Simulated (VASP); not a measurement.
Level of theory: PBE GGA, VASP's PBE PAW potentials (set 64) (plane waves; VASP 6.6.1).

VASP input:

### POSCAR
```
MnSi
1.0
  4.5115943530   0.0000000000   0.0000000000
  0.0000000000   4.5115943530   0.0000000000
  0.0000000000   0.0000000000   4.5115943530
Mn Si
4 4
direct
  0.8634509964   0.6365490036   0.3634509964
  0.3634509964   0.8634509964   0.6365490036
  0.1365490036   0.1365490036   0.1365490036
  0.6365490036   0.3634509964   0.8634509964
  0.1549967474   0.3450032526   0.6549967474
  0.6549967474   0.1549967474   0.3450032526
  0.8450032526   0.8450032526   0.8450032526
  0.3450032526   0.6549967474   0.1549967474
```

### KPOINTS
```
Automatic
0
G
6 6 6
0 0 0
```

INCAR:
```
ALGO = Normal
EDIFF = 1E-6
EDIFFG = -0.02
ENCUT = 400
GGA = PE
IBRION = 2
ISIF = 3
ISMEAR = 1
ISPIN = 2
LASPH = .True.
LCHARG = .False.
LMAXMIX = 4
LORBIT = 10
LREAL = .False.
LWAVE = .False.
MAGMOM = 4*1.2 4*0.0
NELM = 100
NSW = 60
PREC = Accurate
SIGMA = 0.1
SYSTEM = MnSi
```

POTCAR, in this order: Mn_pv Si (PBE.64 set). Program: vasp_std.

The resulting files:

### OUTCAR
```
 ion  position               nearest neighbor table
   1  0.863  0.637  0.363-   5 2.28   6 2.37   7 2.37   8 2.37   6 2.52   7 2.52   8 2.52   2 2.77
                             4 2.77   3 2.77   3 2.77   2 2.77   4 2.77
   2  0.363  0.863  0.637-   6 2.28   5 2.37   7 2.37   8 2.37   8 2.52   5 2.52   7 2.52   1 2.77
                             3 2.77   4 2.77   3 2.77   1 2.77   4 2.77
   3  0.137  0.137  0.137-   7 2.28   6 2.37   5 2.37   8 2.37   8 2.52   5 2.52   6 2.52   2 2.77
                             4 2.77   1 2.77   2 2.77   1 2.77   4 2.77
   4  0.637  0.363  0.863-   8 2.28   6 2.37   7 2.37   5 2.37   5 2.52   6 2.52   7 2.52   1 2.77
                             1 2.77   2 2.77   2 2.77   3 2.77   3 2.77
   5  0.155  0.345  0.655-   1 2.28   2 2.37   3 2.37   4 2.37   2 2.52   3 2.52   4 2.52   8 2.79
                             6 2.79   8 2.79   7 2.79   7 2.79   6 2.79
   6  0.655  0.155  0.345-   2 2.28   1 2.37   3 2.37   4 2.37   4 2.52   1 2.52   3 2.52   8 2.79
                             7 2.79   5 2.79   8 2.79   7 2.79   5 2.79
   7  0.845  0.845  0.845-   3 2.28   2 2.37   1 2.37   4 2.37   4 2.52   1 2.52   2 2.52   5 2.79
                             6 2.79   8 2.79   6 2.79   5 2.79   8 2.79
   8  0.345  0.655  0.155-   4 2.28   2 2.37   3 2.37   1 2.37   1 2.52   2 2.52   3 2.52   7 2.79
                             5 2.79   5 2.79   6 2.79   6 2.79   7 2.79
  LATTYP: Found a simple cubic cell.
 ALAT       =     4.5115943530
 Subroutine PRICEL returns:
 Original cell was already a primitive cell.
 Subroutine GETGRP returns: Found 12 space group operations
The static configuration has the point symmetry C_3 .
 The point group associated with its full space group is T   .
The dynamic configuration has the point symmetry C_3 .
...
```

**OSZICAR**
```
       N       E                     dE             d eps       ncg     rms          rms(c)
DAV:   1     0.711090915068E+03    0.71109E+03   -0.31752E+04  4256   0.161E+03
DAV:   2    -0.794190462097E+01   -0.71903E+03   -0.69683E+03  4040   0.499E+02
DAV:   3    -0.684513790323E+02   -0.60509E+02   -0.58402E+02  4864   0.149E+02
DAV:   4    -0.702600971149E+02   -0.18087E+01   -0.17892E+01  4830   0.255E+01
DAV:   5    -0.702946773048E+02   -0.34580E-01   -0.34532E-01  4716   0.391E+00    0.355E+01
DAV:   6    -0.720308507559E+02   -0.17362E+01   -0.22282E+02  4982   0.992E+01    0.304E+01
DAV:   7    -0.614225910654E+02    0.10608E+02   -0.84248E+01  4528   0.629E+01    0.850E+00
DAV:   8    -0.614522862322E+02   -0.29695E-01   -0.34512E+00  4294   0.884E+00    0.294E+00
DAV:   9    -0.614046229459E+02    0.47663E-01   -0.32088E-01  4848   0.356E+00    0.135E+00
DAV:  10    -0.614080124930E+02   -0.33895E-02   -0.23979E-02  5182   0.928E-01    0.713E-01
DAV:  11    -0.614088519373E+02   -0.83944E-03   -0.12389E-02  4954   0.546E-01    0.248E-01
DAV:  12    -0.614090828381E+02   -0.23090E-03   -0.11311E-03  4440   0.243E-01    0.124E-01
DAV:  13    -0.614090769530E+02    0.58851E-05   -0.62931E-05  4578   0.661E-02    0.628E-02
DAV:  14    -0.614090837841E+02   -0.68312E-05   -0.80209E-06  4118   0.214E-02    0.286E-02
DAV:  15    -0.614090832742E+02    0.50994E-06   -0.64759E-06  3820   0.168E-02
   1 F= -.61409083E+02 E0= -.61407735E+02  d E =-.614091E+02  mag=     3.9723
       N       E                     dE             d eps       ncg     rms          rms(c)
DAV:   1    -0.614090516900E+02    0.32094E-04   -0.16121E-02  5294   0.259E+00    0.103E-01
DAV:   2    -0.614092803819E+02   -0.22869E-03   -0.43196E-03  4158   0.476E-01    0.615E-02
DAV:   3    -0.614092420414E+02    0.38341E-04   -0.47562E-04  4168   0.182E-01    0.318E-02
DAV:   4    -0.614092388464E+02    0.31950E-05   -0.18213E-05  4942   0.304E-02    0.223E-02
DAV:   5    -0.614092347141E+02    0.41323E-05   -0.17224E-05  4272   0.386E-02    0.830E-03
DAV:   6    -0.614092345013E+02    0.21284E-06   -0.21557E-06  2412   0.103E-02
   2 F= -.61409235E+02 E0= -.61407899E+02  d E =-.151227E-03  mag=     3.9717
```

OUTCAR:
```
------------------------ aborting loop because EDIFF is reached ----------------------------------------
  FORCE on cell =-STRESS in cart. coord.  units (eV):
  Direction    XX          YY          ZZ          XY          YZ          ZX
  --------------------------------------------------------------------------------------
  Total        0.0000205      0.0000205      0.0000205      0.0000000      0.0000000      0.0000000
  in kB        0.0003580      0.0003580      0.0003580      0.0000000      0.0000000      0.0000000
  external PRESSURE =       0.0003580 kB  Pullay stress =       0.0000000 kB
  volume of cell :       91.86
      direct lattice vectors                 reciprocal lattice vectors
     4.512072766  0.000000000  0.000000000     0.221627631 -0.000000000  0.000000000
     0.000000000  4.512072766 -0.000000000    -0.000000000  0.221627631 -0.000000000
     0.000000000  0.000000000  4.512072766    -0.000000000  0.000000000  0.221627631
 POSITION                                       TOTAL-FORCE (eV/Angst)
 -----------------------------------------------------------------------------------
      3.89556      2.87255      1.63952        -0.003298      0.003298     -0.003298
      1.63952      3.89556      2.87255        -0.003298     -0.003298      0.003298
      0.61651      0.61651      0.61651         0.003298      0.003298      0.003298
      2.87255      1.63952      3.89556         0.003298     -0.003298     -0.003298
      0.69847      1.55757      2.95451        -0.004172      0.004172     -0.004172
      2.95451      0.69847      1.55757        -0.004172     -0.004172      0.004172
      3.81360      3.81360      3.81360         0.004172      0.004172      0.004172
      1.55757      2.95451      0.69847         0.004172     -0.004172     -0.004172
 -----------------------------------------------------------------------------------
    total drift:                                0.000001      0.000003      0.000000
  FREE ENERGIE OF THE ION-ELECTRON SYSTEM (eV)
  ---------------------------------------------------
  free  energy   TOTEN  =       -61.4092345013 eV

  energy  without entropy=      -61.4052269330  energy(sigma->0) =      -61.40789865

 total charge

# of ion       s       p       d       tot
------------------------------------------
    1        0.335   6.392   5.292  12.019
    2        0.335   6.392   5.292  12.019
    3        0.335   6.392   5.292  12.019
    4        0.335   6.392   5.292  12.019
    5        0.744   0.907   0.000   1.651
    6        0.744   0.907   0.000   1.651
    7        0.744   0.907   0.000   1.651
    8        0.744   0.907   0.000   1.651
--------------------------------------------------
tot          4.317  29.196  21.169  54.682

 magnetization (x)

# of ion       s       p       d       tot
------------------------------------------
    1        0.001   0.008   1.042   1.050
    2        0.001   0.008   1.042   1.050
    3        0.001   0.008   1.042   1.050
    4        0.001   0.008   1.042   1.050
    5       -0.013  -0.035   0.000  -0.048
    6       -0.013  -0.035   0.000  -0.048
    7       -0.013  -0.035   0.000  -0.048
    8       -0.013  -0.035   0.000  -0.048
--------------------------------------------------
tot         -0.049  -0.109   4.167   4.010

 reached required accuracy - stopping structural energy minimisation
```
(Selected blocks of OUTCAR.)

File CONTCAR:
```
MnSi
   1.00000000000000
     4.5120727662535396    0.0000000000000000    0.0000000000000000
     0.0000000000000000    4.5120727662535396   -0.0000000000000000
     0.0000000000000000    0.0000000000000000    4.5120727662535396
  Mn              Si
     4     4
Direct
     0.8633640383883848    0.6366359616116152    0.3633640383883848
     0.3633640383883848    0.8633640383883848    0.6366359616116152
     0.1366359616116152    0.1366359616116152    0.1366359616116152
     0.6366359616116152    0.3633640383883848    0.8633640383883848
     0.1548004587019894    0.3451995412980106    0.6548004587019894
     0.6548004587019894    0.1548004587019894    0.3451995412980106
     0.8451995412980106    0.8451995412980106    0.8451995412980106
     0.3451995412980106    0.6548004587019894    0.1548004587019894
```

The moments were started parallel, and other spin orders were not tried in this run.

The compound is MnSi in the B20 structure. This run relaxes it. Symmetry was kept, so distortions that lower it aren't found. The start is the result of an earlier pass.
